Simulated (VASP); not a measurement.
VASP runs on Li₂S (antifluorite) share one base input (PBE GGA, plane waves, VASP's PBE PAW potentials (set 64)) and change the settings named in each case.

### INCAR
```
SYSTEM = Li2S
PREC = Accurate; ENCUT = 520; LREAL = .FALSE.
LASPH = .TRUE.
EDIFF = 1E-6; NELM = 100; ALGO = Normal
ISMEAR = 0; SIGMA = 0.05
GGA = PE
ISIF = 2
LWAVE = .FALSE.; LCHARG = .FALSE.
```

KPOINTS:
```
Automatic mesh
0
Gamma
7 7 7
0 0 0
```

**POSCAR**
```
Li2S
1
    0.0000000000     2.8600000000     2.8600000000
    2.8600000000     0.0000000000     2.8600000000
    2.8600000000     2.8600000000     0.0000000000
Li S
2 1
Direct
  0.2500000000   0.2500000000   0.2500000000
  0.7500000000   0.7500000000   0.7500000000
  0.0000000000   0.0000000000   0.0000000000
```

POTCAR, in this order: Li_sv S (PBE.64 set). Program: vasp_std.

| change | E(σ→0) (eV/atom) | pressure (GPa) |
|---|---|---|
| base run | -3.9986 | -0.39 |
| GGA = RP | -3.8168 | 1.11 |
| AGGAC = 0.0, GGA = BO, LUSE_VDW = .TRUE., PARAM1 = 0.1833333333, PARAM2 = 0.22 | -2.9772 | -0.69 |
| GGA = PS | -4.1233 | -1.37 |
| IVDW = 11 | -4.1776 | -2.68 |
| IVDW = 12 | -4.2577 | -3.27 |
| IVDW = 13 | -4.1065 | -1.71 |
 Energies of different potentials or functionals have different zeros.

Left out are runs that ran out of time, are held back, or changed the cell or the kind of run, fixed moments of cells without a moment, rows past the twelfth, gaps on odd meshes, pressures of charged cells and columns that move by less than the noise.

The compound is Li2S in the antifluorite structure. The cell was not relaxed at this level.
